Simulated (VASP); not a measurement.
Method: PBE GGA, VASP's PBE PAW potentials (set 64) (plane waves; VASP).

A VASP calculation is set up with these files.

**POSCAR**
```
Hf16S
43.0779370
  0.1483312576   0.0000000000   0.0000000000
  0.0741656288   0.1284586355   0.0000000000
  0.0000000000   0.0000000000   0.4999999955
Hf S
16 1
Direct
  0.8319897344   0.3360195311   0.3286784139
  0.3333330000   0.3333330000   0.3295484012
  0.8319897344   0.8319897344   0.3286784139
  0.3360195311   0.8319897344   0.3286784139
  0.0000000000   1.0000000000   0.4355143693
  0.5001435979   0.9997128041   0.4376880020
  0.9997128041   0.5001435979   0.4376880020
  0.5001435979   0.5001435979   0.4376880020
  0.8310567277   0.3378855446   0.5599735929
  0.3333330000   0.3333330000   0.5641089372
  0.8310567277   0.8310567277   0.5599735929
  0.3378855446   0.8310567277   0.5599735929
  0.0000000000   1.0000000000   0.6631722021
  0.5016575228   0.9966849545   0.6753102467
  0.9966849545   0.5016575228   0.6753102467
  0.5016575228   0.5016575228   0.6753102467
  0.3333330000   0.3333330000   0.7561233238
```

### INCAR
```
NELM  =  100
LREAL  =  .False.
LWAVE  =  .False.
NELMIN  =  4
SYSTEM  =  Hf16S
SIGMA  =  0.1   # width (eV)
PREC  =  Normal
LASPH  =  .True.   # aspherical one-centre terms
LDIPOL  =  .True.
LMAXMIX  =  6   # l cut-off of mixed one-centre charges
LCHARG  =  .False.
GGA  =  PE   # PBE
LVHAR  =  .True.
LORBIT  =  11   # lm-projected
ISMEAR  =  1
EDIFF  =  1E-6
DIPOL  =  0.5 0.5 0.5
ALGO  =  Normal   # blocked Davidson
IDIPOL  =  3
ENCUT  =  400   # plane-wave cut-off (eV)
```

### KPOINTS
```
Automatic mesh
0
Gamma
5 5 1
0 0 0
```

POTCAR, in this order: Hf S (PBE.64 set). Program: vasp_std. Read from the step before: WAVECAR.

What VASP printed:

### OSZICAR
```
       N       E                     dE             d eps       ncg     rms          rms(c)
DAV:   1    -0.159234219033E+03   -0.15923E+03   -0.15482E-01   864   0.790E-01    0.644E-01
DAV:   2    -0.162644782876E+03   -0.34106E+01   -0.17597E+01   852   0.915E+00    0.714E+00
DAV:   3    -0.159132322957E+03    0.35125E+01   -0.15253E+01   872   0.813E+00    0.613E-01
DAV:   4    -0.159198789233E+03   -0.66466E-01   -0.86158E-01   744   0.184E+00    0.177E-01
DAV:   5    -0.159204705639E+03   -0.59164E-02   -0.71780E-02   752   0.584E-01    0.706E-02
DAV:   6    -0.159205297064E+03   -0.59143E-03   -0.85366E-03   712   0.182E-01    0.671E-02
DAV:   7    -0.159205326769E+03   -0.29704E-04   -0.12927E-03   768   0.727E-02    0.441E-02
DAV:   8    -0.159205296925E+03    0.29844E-04   -0.22775E-04   784   0.317E-02    0.283E-02
DAV:   9    -0.159205281126E+03    0.15799E-04   -0.10261E-04   704   0.266E-02    0.989E-03
DAV:  10    -0.159205280749E+03    0.37725E-06   -0.21021E-05   616   0.126E-02    0.726E-03
DAV:  11    -0.159205280654E+03    0.95466E-07   -0.30679E-06   480   0.473E-03
   1 F= -.15920528E+03 E0= -.15920380E+03  d E =-.443454E-02
```

File OUTCAR:
```
------------------------ aborting loop because EDIFF is reached ----------------------------------------
  FORCE on cell =-STRESS in cart. coord.  units (eV):
  Direction    XX          YY          ZZ          XY          YZ          ZX
  --------------------------------------------------------------------------------------
  Total       -3.1983663     -3.1983662     -0.0945424     -0.0000000     -0.0000000     -0.0000000
  in kB       -6.7283427     -6.7283425     -0.1988870     -0.0000000     -0.0000000     -0.0000000
  external PRESSURE =      -4.5518574 kB  Pullay stress =       0.0000000 kB
  volume of cell :      761.61
      direct lattice vectors                 reciprocal lattice vectors
     6.389804572  0.000000000  0.000000000     0.156499309 -0.090354919  0.000000000
     3.194902286  5.533733008  0.000000000     0.000000000  0.180709839  0.000000000
     0.000000000  0.000000000 21.538968305     0.000000000  0.000000000  0.046427479
 POSITION                                       TOTAL-FORCE (eV/Angst)
 -----------------------------------------------------------------------------------
      6.38980      1.85944      7.07939         0.000000      0.017443     -0.005942
      3.19490      1.84458      7.09813         0.000000      0.000000      0.027047
      7.97438      4.60401      7.07939        -0.015106     -0.008722     -0.005942
      4.80523      4.60401      7.07939         0.015106     -0.008722     -0.005942
      0.00000      0.00000      9.38053         0.000000      0.000000     -0.020808
      6.38980      5.53214      9.42735        -0.000000     -0.008527      0.013505
      7.98588      2.76766      9.42735        -0.007385      0.004263      0.013505
      4.79373      2.76766      9.42735         0.007385      0.004263      0.013505
      6.38980      1.86977     12.06125        -0.000000     -0.002493     -0.018620
      3.19490      1.84458     12.15032         0.000000      0.000000      0.004608
      7.96544      4.59885     12.06125         0.002159      0.001247     -0.018620
      4.81417      4.59885     12.06125        -0.002159      0.001247     -0.018620
      0.00000      0.00000     14.28405         0.000000      0.000000      0.028743
      6.38980      5.51539     14.54549         0.000000      0.008122     -0.002429
      7.97137      2.77604     14.54549         0.007034     -0.004061     -0.002429
      4.80824      2.77604     14.54549        -0.007034     -0.004061     -0.002429
      3.19490      1.84458     16.28612         0.000000      0.000000      0.000865
 -----------------------------------------------------------------------------------
    total drift:                                0.001956      0.001129      0.000646
  FREE ENERGIE OF THE ION-ELECTRON SYSTEM (eV)
  ---------------------------------------------------
  free  energy   TOTEN  =      -159.2052806537 eV

  energy  without entropy=     -159.2008461149  energy(sigma->0) =     -159.20380247

 total charge

# of ion       s       p       d       tot
------------------------------------------
    1        0.656   0.375   1.959   2.990
    2        0.654   0.378   1.956   2.988
    3        0.656   0.375   1.959   2.990
    4        0.656   0.375   1.959   2.990
    5        0.623   0.493   2.023   3.139
    6        0.625   0.500   2.008   3.133
    7        0.625   0.500   2.008   3.133
    8        0.625   0.500   2.008   3.133
    9        0.623   0.492   1.993   3.109
   10        0.605   0.490   1.973   3.067
   11        0.623   0.492   1.993   3.109
   12        0.623   0.492   1.993   3.109
   13        0.652   0.372   2.052   3.076
   14        0.609   0.441   1.989   3.038
   15        0.609   0.441   1.989   3.038
   16        0.609   0.441   1.989   3.038
   17        1.344   2.399   0.000   3.743
--------------------------------------------------
tot         11.415   9.556  31.851  52.821
```
(Selected blocks of OUTCAR.)

The cell is a thin slab with vacuum, built from Hf (hcp): (001) face, S adsorbed.
